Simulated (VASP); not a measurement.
All values below come from optB88-vdW, VASP's PBE PAW potentials (set 64) (plane waves; VASP).

A VASP calculation is set up with these files.

### KPOINTS
```
Automatic mesh
0
G
  12 12 1
0 0 0
```

### INCAR
```
SYSTEM = WS2 monolayer
PREC = Normal; ENCUT = 400; LREAL = .False.
LASPH = .True.
EDIFF = 1E-5; NELM = 100; NELMIN = 4
ALGO = Normal; LMAXMIX = 6
ISMEAR = 0; SIGMA = 0.05
GGA = BO; LUSE_VDW = .True.; AGGAC = 0.0
PARAM1 = 0.1833333333; PARAM2 = 0.22
IBRION = 2; NSW = 50; ISIF = 4
EDIFFG = -0.03
LWAVE = .True.; LCHARG = .False.
```

### POSCAR
```
WS2 monolayer
1.0
  3.1935722364   0.0000000000   0.0000000000
 -1.5967861183   2.7657146627   0.0000000000
  0.0000000000   0.0000000000  19.4568260829
W S
1 2
Cartesian
  1.5967877150   0.9219039657   9.7284130415
 -0.0000015969   1.8438106970  11.3303129897
 -0.0000015969   1.8438106970   8.1265130932
```

POTCAR, in this order: W_sv S (PBE.64 set). Program: vasp_std.

The resulting files:

### OUTCAR
```
 ion  position               nearest neighbor table
   1  0.667  0.333  0.500-   2 2.44   3 2.44   2 2.44   3 2.44   2 2.44   3 2.44
   2  0.333  0.667  0.582-   1 2.44   1 2.44   1 2.44
   3  0.333  0.667  0.418-   1 2.44   1 2.44   1 2.44
  LATTYP: Found a hexagonal cell.
 ALAT       =     3.1935722364
 C/A-ratio  =     6.0924960022
 Subroutine PRICEL returns:
 Original cell was already a primitive cell.
 Subroutine GETGRP returns: Found 12 space group operations
The static configuration has the point symmetry D_3h.
The dynamic configuration has the point symmetry D_3h.
 Subroutine INISYM returns: Found 12 space group operations
 Subroutine IBZKPT returns following result:
 Found     19 irreducible k-points:

 Following reciprocal coordinates:
            Coordinates               Weight
  0.000000  0.000000  0.000000      1.000000
  0.083333  0.000000  0.000000      6.000000
  0.166667 -0.000000  0.000000      6.000000
  0.250000  0.000000  0.000000      6.000000
  0.333333  0.000000  0.000000      6.000000
  0.416667  0.000000  0.000000      6.000000
  0.500000  0.000000  0.000000      3.000000
  0.083333  0.083333  0.000000      6.000000
  0.166667  0.083333  0.000000     12.000000
  0.250000  0.083333  0.000000     12.000000
  0.333333  0.083333  0.000000     12.000000
  0.416667  0.083333  0.000000     12.000000
  0.166667  0.166667  0.000000      6.000000
  0.250000  0.166667  0.000000     12.000000
  0.333333  0.166667  0.000000     12.000000
  0.416667  0.166667  0.000000      6.000000
  0.250000  0.250000  0.000000      6.000000
  0.333333  0.250000  0.000000     12.000000
  0.333333  0.333333  0.000000      2.000000
   k-points           NKPTS =     19   k-points in BZ     NKDIM =     19   number of bands    NBANDS=     17
   number of dos      NEDOS =    301   number of ions     NIONS =      3
   total plane-waves  NPLWV =  24576
...
```

File OSZICAR:
```
       N       E                     dE             d eps       ncg     rms          rms(c)
DAV:   1     0.169132460917E+03    0.16913E+03   -0.12496E+04   798   0.102E+03
DAV:   2    -0.520315481735E+01   -0.17434E+03   -0.17206E+03   845   0.252E+02
DAV:   3    -0.183741110605E+02   -0.13171E+02   -0.13143E+02   925   0.709E+01
DAV:   4    -0.185519222401E+02   -0.17781E+00   -0.17747E+00   873   0.950E+00
DAV:   5    -0.185571807577E+02   -0.52585E-02   -0.52518E-02   899   0.158E+00    0.238E+01
DAV:   6    -0.173128617834E+02    0.12443E+01   -0.94147E+00   784   0.209E+01    0.102E+01
DAV:   7    -0.172025190734E+02    0.11034E+00   -0.30878E+00   771   0.102E+01    0.498E+00
DAV:   8    -0.171006659733E+02    0.10185E+00   -0.57445E-01   758   0.528E+00    0.119E+00
DAV:   9    -0.171017306704E+02   -0.10647E-02   -0.26004E-02   816   0.112E+00    0.638E-01
DAV:  10    -0.171000442275E+02    0.16864E-02   -0.10159E-02   761   0.747E-01    0.663E-02
DAV:  11    -0.170998608614E+02    0.18337E-03   -0.69742E-04   890   0.208E-01    0.632E-02
DAV:  12    -0.170997958662E+02    0.64995E-04   -0.72769E-05   843   0.501E-02    0.284E-02
DAV:  13    -0.170997411480E+02    0.54718E-04   -0.10570E-04   831   0.479E-02    0.183E-02
DAV:  14    -0.170998516698E+02   -0.11052E-03   -0.32486E-05   682   0.277E-02    0.123E-02
DAV:  15    -0.171001748835E+02   -0.32321E-03   -0.67254E-05   697   0.353E-02    0.128E-02
DAV:  16    -0.171002551812E+02   -0.80298E-04   -0.20252E-05   506   0.372E-02    0.319E-03
DAV:  17    -0.171002186554E+02    0.36526E-04   -0.91187E-06   534   0.295E-02    0.212E-03
DAV:  18    -0.171001532818E+02    0.65374E-04   -0.16141E-05   622   0.381E-02    0.900E-04
DAV:  19    -0.171000496945E+02    0.10359E-03   -0.18822E-04   565   0.985E-02    0.320E-03
DAV:  20    -0.171000201891E+02    0.29505E-04   -0.25807E-04   562   0.108E-01    0.367E-03
DAV:  21    -0.171000065580E+02    0.13631E-04   -0.13977E-05   487   0.346E-02    0.493E-03
DAV:  22    -0.170999974987E+02    0.90593E-05   -0.15977E-05   487   0.310E-02
   1 F= -.17099997E+02 E0= -.17099997E+02  d E =-.171000E+02
       N       E                     dE             d eps       ncg     rms          rms(c)
DAV:   1    -0.171349498239E+02   -0.34943E-01   -0.16870E+00   646   0.109E+01    0.112E+00
DAV:   2    -0.171145770279E+02    0.20373E-01   -0.18469E-01   826   0.264E+00    0.717E-01
DAV:   3    -0.171085974884E+02    0.59795E-02   -0.27431E-02   793   0.126E+00    0.448E-01
DAV:   4    -0.171060628124E+02    0.25347E-02   -0.53753E-03   867   0.444E-01    0.274E-01
DAV:   5    -0.171062344819E+02   -0.17167E-03   -0.19380E-03   705   0.300E-01    0.841E-02
DAV:   6    -0.171060473569E+02    0.18712E-03   -0.46380E-04   646   0.180E-01    0.468E-02
DAV:   7    -0.171063539127E+02   -0.30656E-03   -0.21768E-04   693   0.766E-02    0.155E-02
DAV:   8    -0.171066397771E+02   -0.28586E-03   -0.92129E-05   681   0.486E-02    0.150E-02
DAV:   9    -0.171070463895E+02   -0.40661E-03   -0.30393E-04   796   0.597E-02    0.139E-02
DAV:  10    -0.171071175677E+02   -0.71178E-04   -0.34782E-05   731   0.301E-02    0.204E-03
DAV:  11    -0.171071077032E+02    0.98645E-05   -0.20504E-05   590   0.220E-02
   2 F= -.17107108E+02 E0= -.17107108E+02  d E =-.711020E-02
       N       E                     dE             d eps       ncg     rms          rms(c)
DAV:   1    -0.171127912760E+02   -0.56737E-02   -0.19172E-01   646   0.368E+00    0.375E-01
DAV:   2    -0.171104137062E+02    0.23776E-02   -0.22905E-02   825   0.919E-01    0.271E-01
DAV:   3    -0.171098230479E+02    0.59066E-03   -0.28256E-03   737   0.394E-01    0.145E-01
DAV:   4    -0.171095492143E+02    0.27383E-03   -0.77059E-04   890   0.169E-01    0.933E-02
DAV:   5    -0.171094973792E+02    0.51835E-04   -0.20148E-04   840   0.879E-02    0.293E-02
DAV:   6    -0.171095157366E+02   -0.18357E-04   -0.22371E-05   617   0.339E-02    0.145E-02
DAV:   7    -0.171095750784E+02   -0.59342E-04   -0.13022E-05   555   0.208E-02    0.487E-03
DAV:   8    -0.171096434662E+02   -0.68388E-04   -0.85053E-06   575   0.180E-02    0.477E-03
DAV:   9    -0.171097306080E+02   -0.87142E-04   -0.82507E-06   620   0.204E-02    0.368E-03
DAV:  10    -0.171097787048E+02   -0.48097E-04   -0.61360E-06   495   0.154E-02    0.604E-04
DAV:  11    -0.171097954307E+02   -0.16726E-04   -0.17488E-06   568   0.977E-03    0.496E-04
DAV:  12    -0.171098318405E+02   -0.36410E-04   -0.57728E-06   538   0.229E-02    0.380E-04
DAV:  13    -0.171098051016E+02    0.26739E-04   -0.64365E-06   655   0.200E-02    0.520E-04
DAV:  14    -0.171098021599E+02    0.29417E-05   -0.41697E-06   472   0.140E-02
   3 F= -.17109802E+02 E0= -.17109802E+02  d E =-.980466E-02
       N       E                     dE             d eps       ncg     rms          rms(c)
DAV:   1    -0.171098015961E+02    0.35055E-05   -0.30279E-04   646   0.147E-01    0.149E-02
DAV:   2    -0.171098101147E+02   -0.85186E-05   -0.38398E-05   558   0.421E-02    0.945E-03
DAV:   3    -0.171098043582E+02    0.57565E-05   -0.13960E-05   487   0.306E-02    0.549E-03
DAV:   4    -0.171098024196E+02    0.19386E-05   -0.16316E-05   487   0.252E-02
   4 F= -.17109802E+02 E0= -.17109802E+02  d E =-.980492E-02
       N       E                     dE             d eps       ncg     rms          rms(c)
DAV:   1    -0.171117874472E+02   -0.19831E-02   -0.82807E-02   646   0.224E+00    0.313E-01
DAV:   2    -0.171106218450E+02    0.11656E-02   -0.91040E-03   749   0.629E-01    0.157E-01
DAV:   3    -0.171103943974E+02    0.22745E-03   -0.55716E-04   707   0.191E-01    0.662E-02
DAV:   4    -0.171102971688E+02    0.97229E-04   -0.34957E-04   822   0.108E-01    0.388E-02
DAV:   5    -0.171103068114E+02   -0.96426E-05   -0.22944E-05   655   0.347E-02
   5 F= -.17110307E+02 E0= -.17110307E+02  d E =-.504392E-03
       N       E                     dE             d eps       ncg     rms          rms(c)
DAV:   1    -0.171226701525E+02   -0.12373E-01   -0.74017E-01   646   0.671E+00    0.965E-01
DAV:   2    -0.171142196515E+02    0.84505E-02   -0.82574E-02   702   0.190E+00    0.468E-01
DAV:   3    -0.171121541967E+02    0.20655E-02   -0.50638E-03   662   0.580E-01    0.201E-01
DAV:   4    -0.171111367351E+02    0.10175E-02   -0.31256E-03   846   0.317E-01    0.121E-01
DAV:   5    -0.171110339406E+02    0.10279E-03   -0.19405E-04   870   0.936E-02    0.344E-02
DAV:   6    -0.171109822920E+02    0.51649E-04   -0.11700E-04   831   0.719E-02    0.210E-02
DAV:   7    -0.171109798054E+02    0.24866E-05   -0.34470E-05   665   0.347E-02
   6 F= -.17110980E+02 E0= -.17110980E+02  d E =-.117739E-02
```

### OUTCAR
```
------------------------ aborting loop because EDIFF is reached ----------------------------------------
  FORCE on cell =-STRESS in cart. coord.  units (eV):
  Direction    XX          YY          ZZ          XY          YZ          ZX
  --------------------------------------------------------------------------------------
  Total        0.0109032      0.0109032      0.0345492     -0.0000000     -0.0000000      0.0000000
  in kB        0.1016499      0.1016499      0.3221014     -0.0000000     -0.0000000      0.0000000
  external PRESSURE =       0.1751338 kB  Pullay stress =       0.0000000 kB
  volume of cell :      171.85
      direct lattice vectors                 reciprocal lattice vectors
     3.190721678  0.000000000 -0.000000000     0.313408721  0.180946611  0.000000000
    -1.595360839  2.763246008  0.000000000    -0.000000000  0.361893222  0.000000000
     0.000000000 -0.000000000 19.491606664     0.000000000 -0.000000000  0.051304134
 POSITION                                       TOTAL-FORCE (eV/Angst)
 -----------------------------------------------------------------------------------
      1.59536      0.92108      9.74580        -0.000000      0.000000      0.000000
     -0.00000      1.84216     11.32363         0.000000     -0.000000      0.010861
     -0.00000      1.84216      8.16797         0.000000     -0.000000     -0.010861
 -----------------------------------------------------------------------------------
    total drift:                               -0.000131      0.000076     -0.000000
  FREE ENERGIE OF THE ION-ELECTRON SYSTEM (eV)
  ---------------------------------------------------
  free  energy   TOTEN  =       -17.1109798054 eV

  energy  without entropy=      -17.1109798054  energy(sigma->0) =      -17.11097981

 reached required accuracy - stopping structural energy minimisation
```
(Selected blocks of OUTCAR.)

### CONTCAR
```
WS2 monolayer
   1.00000000000000
     3.1907216779665255    0.0000000000040774   -0.0000000000000000
    -1.5953608390796423    2.7632460083132591    0.0000000000000000
     0.0000000000000000   -0.0000000000000000   19.4916066636496410
  W               S
     1     2
Direct
     0.6666669999999968    0.3333330000000032    0.5000000000000000
     0.3333330000000032    0.6666669999999968    0.5809491796588566
     0.3333330000000032    0.6666669999999968    0.4190508203411433
```

File OUTCAR:
```
 val. band max:       -2.0665339133   @ k =   0.3333   0.3333   0.0000

 cond. band min:      -0.2476164765   @ k =   0.3333   0.3333   0.0000


 Fermi energy:        -1.6783520108

 k-point     1 :       0.0000    0.0000    0.0000
  band No.  band energies     occupation
      1     -76.1715      2.00000
      2     -40.3746      2.00000
      3     -40.2357      2.00000
      4     -40.2357      2.00000
      5     -16.6683      2.00000
      6     -15.1055      2.00000
      7      -8.2701      2.00000
      8      -4.8354      2.00000
      9      -4.8354      2.00000
     10      -4.1634      2.00000
     11      -3.6412      2.00000
     12      -3.6411      2.00000
     13      -2.1229      2.00000
     14       0.8173      0.00000
     15       0.8174      0.00000
     16       0.9167      0.00000
     17       0.9168      0.00000

 k-point     2 :       0.0833    0.0000    0.0000
  band No.  band energies     occupation
      1     -76.1704      2.00000
      2     -40.3708      2.00000
      3     -40.2574      2.00000
      4     -40.2408      2.00000
      5     -16.5571      2.00000
      6     -15.0642      2.00000
      7      -8.1339      2.00000
      8      -5.1243      2.00000
      9      -4.7259      2.00000
     10      -4.5421      2.00000
     11      -3.8155      2.00000
     12      -3.4550      2.00000
     13      -2.1757      2.00000
     14       0.6380      0.00000
     15       0.7198      0.00000
     16       0.8193      0.00000
     17       1.0216      0.00000

 k-point     3 :       0.1667   -0.0000    0.0000
  band No.  band energies     occupation
      1     -76.1675      2.00000
      2     -40.3603      2.00000
      3     -40.3162      2.00000
      4     -40.2546      2.00000
      5     -16.2403      2.00000
      6     -14.9468      2.00000
      7      -7.7660      2.00000
      8      -5.7971      2.00000
      9      -5.1649      2.00000
     10      -4.4241      2.00000
     11      -4.2233      2.00000
...
```

Unless said otherwise, spin-orbit coupling is left out, though it shifts the bands of the heavy elements here.

The cell is a sheet with vacuum, built from WS2 (2H layered).
